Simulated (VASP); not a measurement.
Output of a VASP run:

OSZICAR:
```
       N       E                     dE             d eps       ncg     rms          rms(c)
DAV:   1     0.235984961809E+03    0.23598E+03   -0.21722E+04   460   0.161E+03
DAV:   2    -0.379148610321E+02   -0.27390E+03   -0.26909E+03   589   0.352E+02
DAV:   3    -0.502489281109E+02   -0.12334E+02   -0.12317E+02   581   0.749E+01
DAV:   4    -0.504514242794E+02   -0.20250E+00   -0.20244E+00   638   0.887E+00
DAV:   5    -0.504555598236E+02   -0.41355E-02   -0.41355E-02   620   0.893E-01    0.627E+01
DAV:   6    -0.435958884120E+02    0.68597E+01   -0.41317E+01   537   0.385E+01    0.547E+01
DAV:   7    -0.435084115765E+02    0.87477E-01   -0.22556E+00   618   0.100E+01    0.336E+01
DAV:   8    -0.434976473338E+02    0.10764E-01   -0.26288E-01   574   0.450E+00    0.498E+00
DAV:   9    -0.434846292114E+02    0.13018E-01   -0.85829E-02   579   0.185E+00    0.165E+00
DAV:  10    -0.434843594848E+02    0.26973E-03   -0.99712E-03   594   0.676E-01    0.549E-01
DAV:  11    -0.434842284186E+02    0.13107E-03   -0.77882E-04   559   0.193E-01    0.144E-01
DAV:  12    -0.434842595037E+02   -0.31085E-04   -0.77319E-05   640   0.614E-02    0.164E-01
DAV:  13    -0.434842634456E+02   -0.39419E-05   -0.10316E-05   573   0.225E-02    0.811E-03
DAV:  14    -0.434842633675E+02    0.78156E-07   -0.71440E-07   617   0.558E-03
   1 F= -.44304003E+02 E0= -.44304003E+02  d E =-.322353E-14
```

**OUTCAR**
```
------------------------ aborting loop because EDIFF is reached ----------------------------------------
 Edisp (eV)   -0.81974
  FORCE on cell =-STRESS in cart. coord.  units (eV):
  Direction    XX          YY          ZZ          XY          YZ          ZX
  --------------------------------------------------------------------------------------
  Total       2.33842     2.33842     2.33842     0.00000    -0.00000     0.00000
  in kB      52.73758    52.73758    52.73758     0.00000    -0.00000     0.00000
  external pressure =       52.74 kB  Pullay stress =        0.00 kB
  volume of cell :       71.04
      direct lattice vectors                 reciprocal lattice vectors
     4.141624451  0.000000000  0.000000000     0.241451153  0.000000000  0.000000000
     0.000000000  4.141624451  0.000000000     0.000000000  0.241451153  0.000000000
     0.000000000  0.000000000  4.141624451     0.000000000  0.000000000  0.241451153
 POSITION                                       TOTAL-FORCE (eV/Angst)
 -----------------------------------------------------------------------------------
      0.00000      0.00000      0.00000         0.000000      0.000000      0.000000
      2.07081      2.07081      2.07081         0.000000      0.000000      0.000000
      2.07081      0.00000      2.07081         0.000000      0.000000      0.000000
      0.00000      2.07081      2.07081         0.000000      0.000000      0.000000
      2.07081      2.07081      0.00000         0.000000      0.000000      0.000000
 -----------------------------------------------------------------------------------
    total drift:                                0.000000     -0.000000     -0.000000
  FREE ENERGIE OF THE ION-ELECTRON SYSTEM (eV)
  ---------------------------------------------------
  free  energy   TOTEN  =       -44.3040029722 eV

  energy  without entropy=      -44.3040029722  energy(sigma->0) =      -44.30400297
```
(Selected blocks of OUTCAR.)

POSCAR:
```
BaHfO3
1
    4.1416244507     0.0000000000     0.0000000000
    0.0000000000     4.1416244507     0.0000000000
    0.0000000000     0.0000000000     4.1416244507
Ba Hf O
1 1 3
Direct
  0.0000000000   0.0000000000   0.0000000000
  0.5000000000   0.5000000000   0.5000000000
  0.5000000000   0.0000000000   0.5000000000
  0.0000000000   0.5000000000   0.5000000000
  0.5000000000   0.5000000000   0.0000000000
```

Q: Write an INCAR and KPOINTS that could have produced this output.

A: This is not unique; one that fits is the input of the run itself, PBE GGA with D3 dispersion (zero damping), plane waves, VASP's PBE PAW potentials (set 64).

### KPOINTS
```
Regular mesh
0
G
 5 5 5
```

INCAR:
```
SYSTEM = BaHfO3
PREC = Accurate; ENCUT = 520; LREAL = .FALSE.
LASPH = .TRUE.
EDIFF = 1E-7; NELM = 100; ALGO = Normal
LMAXMIX = 6
ISMEAR = 0; SIGMA = 0.05
GGA = PE; IVDW = 11
ISIF = 2
LWAVE = .FALSE.; LCHARG = .FALSE.
```

POTCAR, in this order: Ba_sv Hf_pv O (PBE.64 set). Program: vasp_std.

The compound is BaHfO3 in the cubic perovskite structure. This cell is one point of a volume scan, at 0.97 of the reference volume.
